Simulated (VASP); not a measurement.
Calculation: LDA (Ceperley-Alder, Perdew-Zunger), VASP's LDA PAW potentials (set 64) (plane waves; VASP 6.6.1).

VASP input:

### POSCAR
```
KI
4.8269880
  0.0000000000   0.7071067974   0.7071067974
  0.7071067974   0.0000000000   0.7071067974
  0.7071067974   0.7071067974   0.0000000000
K I
1 1
Cartesian
  0.0000000000   0.0000000000   0.0000000000
  0.7071067974   0.7071067974   0.7071067974
```

**INCAR**
```
# general
SYSTEM   = KI
PREC     = Accurate
ENCUT    = 400
LREAL    = F
LASPH    = T

# electronic loop
EDIFF    = 1E-8
NELM     = 100
ALGO     = Normal
LMAXMIX  = 4

# smearing
ISMEAR   = 0
SIGMA    = 0.01

# ions
IBRION   = 8
NSW      = 1

# output
LWAVE    = F
LCHARG   = F

# other
LEPSILON = T
```

**KPOINTS**
```
Automatic mesh
0
Gamma
7 7 7
0 0 0
```

POTCAR, in this order: K_sv I (LDA.64 set). Program: vasp_std.

What VASP printed:

OUTCAR:
```


 HEAD OF MICROSCOPIC STATIC DIELECTRIC TENSOR (INDEPENDENT PARTICLE, excluding Hartree and local field effects)
 ------------------------------------------------------
           3.542322     0.000000    -0.000000
           0.000000     3.542322     0.000000
          -0.000000     0.000000     3.542322
 ------------------------------------------------------

 MACROSCOPIC STATIC DIELECTRIC TENSOR (including local field effects in DFT)
 ------------------------------------------------------
           3.117963    -0.000000     0.000000
          -0.000000     3.117963    -0.000000
          -0.000000     0.000000     3.117963
 ------------------------------------------------------

 PIEZOELECTRIC TENSOR (including local field effects)  for field in x, y, z        (e  Angst)
          XX          YY          ZZ          XY          YZ          ZX
  --------------------------------------------------------------------------------
  x     0.00000     0.00000     0.00000     0.00000     0.00000     0.00000
  y     0.00000     0.00000     0.00000     0.00000     0.00000     0.00000
  z     0.00000     0.00000     0.00000     0.00000     0.00000     0.00000

 PIEZOELECTRIC TENSOR (including local field effects)  for field in x, y, z        (C/m^2)
          XX          YY          ZZ          XY          YZ          ZX
  --------------------------------------------------------------------------------
  x     0.00000     0.00000     0.00000     0.00000     0.00000     0.00000
  y     0.00000     0.00000     0.00000     0.00000     0.00000     0.00000
  z     0.00000     0.00000     0.00000     0.00000     0.00000     0.00000

 BORN EFFECTIVE CHARGES (including local field effects) (in |e|, cummulative output)
 ---------------------------------------------------------------------------------
 ion    1
    1     1.10640     0.00000     0.00000
    2    -0.00000     1.10640     0.00000
    3     0.00000     0.00000     1.10640
 ion    2
    1    -1.10640    -0.00000     0.00000
    2     0.00000    -1.10640     0.00000
    3     0.00000     0.00000    -1.10640

   1 f  =    3.444986 THz    21.645483 2PiTHz  114.912353 cm-1    14.247310 meV

   2 f  =    3.444986 THz    21.645483 2PiTHz  114.912353 cm-1    14.247310 meV

   3 f  =    3.444986 THz    21.645483 2PiTHz  114.912353 cm-1    14.247310 meV

   4 f/i=    0.000022 THz     0.000136 2PiTHz    0.000721 cm-1     0.000089 meV

   5 f/i=    0.000022 THz     0.000136 2PiTHz    0.000721 cm-1     0.000089 meV

   6 f/i=    0.000022 THz     0.000136 2PiTHz    0.000721 cm-1     0.000089 meV

 MACROSCOPIC STATIC DIELECTRIC TENSOR IONIC CONTRIBUTION
 ------------------------------------------------------
           1.919031     0.000000     0.000000
           0.000000     1.919031     0.000000
           0.000000     0.000000     1.919031
 ------------------------------------------------------

 ELASTIC MODULI CONTR FROM IONIC RELAXATION (kBar)
 Direction    XX          YY          ZZ          XY          YZ          ZX
 --------------------------------------------------------------------------------
 XX           0.0000      0.0000      0.0000      0.0000      0.0000      0.0000
 YY           0.0000      0.0000      0.0000      0.0000      0.0000      0.0000
 ZZ           0.0000      0.0000      0.0000      0.0000      0.0000      0.0000
 XY           0.0000      0.0000      0.0000      0.0000      0.0000      0.0000
 YZ           0.0000      0.0000      0.0000      0.0000      0.0000      0.0000
 ZX           0.0000      0.0000      0.0000      0.0000      0.0000      0.0000
 --------------------------------------------------------------------------------

 PIEZOELECTRIC TENSOR IONIC CONTR  for field in x, y, z        (C/m^2)
          XX          YY          ZZ          XY          YZ          ZX
  --------------------------------------------------------------------------------
  x     0.00000     0.00000     0.00000     0.00000     0.00000     0.00000
  y     0.00000     0.00000     0.00000     0.00000     0.00000     0.00000
  z     0.00000     0.00000     0.00000     0.00000     0.00000     0.00000
```
(Selected blocks of OUTCAR.)

The compound is KI in the rock salt structure. It was relaxed first, which changed the volume by -10 %.
